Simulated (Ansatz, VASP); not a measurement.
# NaSnI3 in two plane-wave programs, part 3 of 3

Aim: how closely do two programs agree when they are given the same cell, functional and k mesh? The cell is generated by rule, not measured, and may not be a known phase. Of the first pair: The cell is taken from a series of runs on this material, whose earlier steps may have relaxed, scaled, displaced or heated it; both programs get it as it stands.

VASP 6.6.1 and Ansatz 0.2.0.

So far: Ansatz: relaxation of cell and atoms, LDA, pair 1; VASP: relaxation of cell and atoms, LDA, pair 1; Differences; VASP: relaxation of cell and atoms, LDA, pair 2; Ansatz: relaxation of cell and atoms, LDA, pair 2; Comparison.

## Step 8: VASP: relaxation of cell and atoms, LDA, pair 3

Level of this step: LDA; plane waves and PAW (Na_pv, Sn_d, I); invented cell (VASP).

The relaxed volume is the usual yardstick between codes: in a stiff, nearly cubic crystal its relative difference is about their pressure difference at one cell divided by the bulk modulus. Its start cell is another than that of the pair before, and may be another structure of the material.

Contents of INCAR:

```
SYSTEM = NaSnI3
PREC = Accurate
ENCUT = 500
EDIFF = 1E-07
NELM = 120
ISMEAR = 1
SIGMA = 0.15
LREAL = .FALSE.
ALGO = Normal
GGA = PW92
NBANDS = 27
LORBIT = 11
LWAVE = .FALSE.
LCHARG = .FALSE.
ISIF = 3
IBRION = 2
NSW = 80
EDIFFG = -0.005
LASPH = .TRUE.
GGA_COMPAT = .FALSE.
NELMIN = 4
EFERMI = MIDGAP
KPAR = 2
```

Contents of POSCAR:

```
NaSnI3
1.0
    6.0100030000      0.0000000000      0.0000000000
    0.0000000000      6.0100030000      0.0000000000
    0.0000000000      0.0000000000      6.0100030000
Na Sn I
1 1 3
Direct
    0.0000000000      0.0000000000      0.0000000000
    0.5000000000      0.5000000000      0.5000000000
    0.5000000000      0.5748751706      0.0000000000
    0.5000000000      0.0000000000      0.5000000000
    0.0000000000      0.4251248294      0.5000000000
```

Contents of KPOINTS:

```
Automatic mesh
0
Gamma
6 6 6
0 0 0
```

The projector-augmented-wave data sets are Na_pv, Sn_d and I (LDA family, release 64).

The run is started by

```bash
$ mpirun -np 2 vasp_std
```

Numbers of over 12 decimals in the logs are rounded to 6 here.

Output:

```text
[... set-up lines as in an earlier step ...]
 entering main loop
       N       E                     dE             d eps       ncg     rms          rms(c)
DAV:   1     0.341510153775E+03    0.34151E+03   -0.17936E+04  2272   0.141E+03
DAV:   2     0.276971543268E+02   -0.31381E+03   -0.30510E+03  2468   0.326E+02
DAV:   3    -0.131887352518E+02   -0.40886E+02   -0.39608E+02  2591   0.128E+02
DAV:   4    -0.151495105058E+02   -0.19608E+01   -0.19565E+01  2710   0.295E+01
[...]
DAV:  12    -0.148342060809E+02    0.31242E-05   -0.24149E-05  2934   0.280E-02    0.198E-02
DAV:  13    -0.148342055527E+02    0.52823E-06   -0.37560E-06  2738   0.122E-02    0.428E-03
DAV:  14    -0.148342055476E+02    0.50568E-08   -0.52934E-07  2459   0.654E-03
   1 F= -.14834206E+02 E0= -.14834516E+02  d E =-.148342E+02
[... from here on, the cycles between the ionic steps are left out ...]
   2 F= -.14838029E+02 E0= -.14838319E+02  d E =-.382307E-02
   3 F= -.14839067E+02 E0= -.14839301E+02  d E =-.486123E-02
   4 F= -.14839074E+02 E0= -.14839313E+02  d E =-.486798E-02
   5 F= -.14839072E+02 E0= -.14839314E+02  d E =-.486629E-02
   6 F= -.14839082E+02 E0= -.14839324E+02  d E =-.104478E-04
   7 F= -.14839085E+02 E0= -.14839327E+02  d E =-.135328E-04
   8 F= -.14839088E+02 E0= -.14839328E+02  d E =-.158961E-04
   9 F= -.14839096E+02 E0= -.14839334E+02  d E =-.783954E-05
  10 F= -.14839115E+02 E0= -.14839348E+02  d E =-.268036E-04
  11 F= -.14839132E+02 E0= -.14839354E+02  d E =-.439886E-04
  12 F= -.14839141E+02 E0= -.14839363E+02  d E =-.935034E-05
  13 F= -.14839166E+02 E0= -.14839388E+02  d E =-.343786E-04
  14 F= -.14839202E+02 E0= -.14839423E+02  d E =-.707178E-04
[...]
reached required accuracy - stopping structural energy minimisation
```

From OUTCAR (step 8):

```text
  Total        0.0209309      0.0083145      0.0209309      0.0000000      0.0000000      0.0000000
  in kB        0.1552486      0.0616704      0.1552486      0.0000000      0.0000000      0.0000000
  external PRESSURE =       0.1240559 kB  Pullay stress =       0.0000000 kB

 POSITION                                       TOTAL-FORCE (eV/Angst)
 -----------------------------------------------------------------------------------
      0.00000      0.00000      0.00000         0.000000      0.000000     -0.000000
      2.98327      3.03387      2.98327         0.000000     -0.000000     -0.000000
      2.98327      3.49883     -0.00000        -0.000000      0.004217     -0.000000
      2.98327      0.00000      2.98327         0.000000      0.000000     -0.000000
      5.96653      2.56890      2.98327         0.000000     -0.004217      0.000000
 -----------------------------------------------------------------------------------
    total drift:                                0.000000      0.000000      0.000000

  FREE ENERGIE OF THE ION-ELECTRON SYSTEM (eV)
  ---------------------------------------------------
  free  energy   TOTEN  =       -14.8392024386 eV

  energy  without entropy=      -14.8398644711  energy(sigma->0) =      -14.83942312

[... 1 part as in an earlier step ...]

[... 3 further parts left out ...]
[key lines of the parts left out:]
E-fermi :   3.2547
```

The gap is read on the k-mesh alone, so it is an upper bound where the band edges lie off the mesh. The gap is under twice the smearing width, so the edge states are partly filled and the run can't tell a small gap from a semimetal. Methfessel-Paxton smearing is not meant for a cell with a gap. The run keeps the 8 symmetry operations of its start, so it cannot find a distortion of lower symmetry.

## Step 9: Ansatz: relaxation of cell and atoms, LDA, pair 3

The same cell, functional (in two slightly different forms), mesh and smearing now go to Ansatz, which takes its cutoff from its data sets.

The cell is taken from a series of runs on this material, whose earlier steps may have relaxed, scaled, displaced or heated it; both programs get it as it stands.

Contents of input.yaml:

```yaml
crystal:
  lattice:
    - [6.0100029661, 0.0, 0.0]
    - [0.0, 6.0100029661, 0.0]
    - [0.0, 0.0, 6.0100029661]
  atoms:
    - { symbol: Na, position: [0.0, 0.0, 0.0] }
    - { symbol: Sn, position: [0.5, 0.5, 0.5] }
    - { symbol: I, position: [0.5, 0.574875171, 0.0] }
    - { symbol: I, position: [0.5, 0.0, 0.5] }
    - { symbol: I, position: [0.0, 0.425124829, 0.5] }
kpoints:
  mp_grid: { grid: [6, 6, 6] }
hamiltonian:
  xc: lda
scf:
  occupations: { method: methfessel_paxton, width: 0.15 }
output:
  forces: true
  stress: true
  eigenvalues: true
relax:
  adjacent_minimum: "off"
  f_tol: 0.002
  max_steps: 120
  cell: { stress_tol: 0.03 }
```

The run is started by

```bash
$ ansatz run input.yaml --threads 8 --pin off --max-ram 14336MiB --backend cpu --events-out ev --progress --plain --runs-dir out
```

Output:

```text
[...]
Crystal: 5 atoms, lattice volume = 217.082 Å³
Basis set: ecut = 420 eV, 4169 PW (Γ)
Bands: 45, of which v1, the nominal top of the filled ones, is band 37 counted from 1 (36 counted from 0)
Symmetry: 8 space group operations
[...]
k-points: 40 of 216 (time reversal used)
[...]
--- Relaxed structure (6 steps of the walk, 6 accepted, 1 SCFs on fresh bases) ---
[...]
cell:  # Å, volume = 215.8680 Å³
    - [5.963593, 0, 0.0]
    - [0, 6.069771, 0.0]
    - [0.0, 0.0, 5.963593]
  atoms:
    - { symbol: Na, position: [0, 0, 0.0] }
    - { symbol: Sn, position: [0.5, 0.500000, 0.5] }
    - { symbol: I, position: [0.5, 0.579676, 0.0] }
    - { symbol: I, position: [0.5, 0, 0.5] }
    - { symbol: I, position: [0, 0.420324, 0.5] }
[key lines of the parts left out:]
SCF converged after 5 iterations
Free energy (F): -29416.574031 eV
Fermi energy:    5.130894 eV
P = ⅓ Tr σ = -0.0006 GPa (-0.006 kbar)
```

## Step 10: Differences

What differs besides the data sets and the points named for the pairs above, as far as they apply: the data sets hold 74 valence electrons in Ansatz (on its default PAW (the set named soft_2) files) and 42 in VASP. Total energies have different zeros and are not compared.

Both answers:

| quantity | Ansatz | VASP | difference |
| --- | --- | --- | --- |
| volume (Å³) | 215.87 | 216.01 | -0.06 % |
| edge a after relaxation, in the typed setting (Å) | 5.964 | 5.966 | -0.05 % |
| edge b after relaxation, in the typed setting (Å) | 6.070 | 6.068 | +0.03 % |

## Step 11: What came out

```
difference in volume (relaxation of cell and atoms, LDA, pair 1) : -0.073 %
difference in volume (relaxation of cell and atoms, LDA, pair 2) : -0.054 %
difference in volume (relaxation of cell and atoms, LDA, pair 3) : -0.065 %
```

In words: The difference in volume is -0.073 % (relaxation of cell and atoms, LDA, pair 1), within the 1.2 % picked in this series as the mark of a large difference, as far as the stopping tolerances let one tell. The data sets hold unlike numbers of valence electrons (74 in Ansatz and 42 in VASP), so part of the differences comes from the potentials. 3 further runs of this series are not shown here. How closely two codes agree says nothing of how well the functional describes the real material.

[Lines on the potential files, build, host, timing and source positions are cut from VASP's logs without a mark.]

[Logs are printed without paths, hosts, clocks, repeated set-up lines and the standing remarks that a program may print on its own settings, such as how far it seeks lower states.]

[Hosts, paths, dates, database ids (printed as entryN), source tags and the programs' standing remarks are cut or masked in the printed files.]
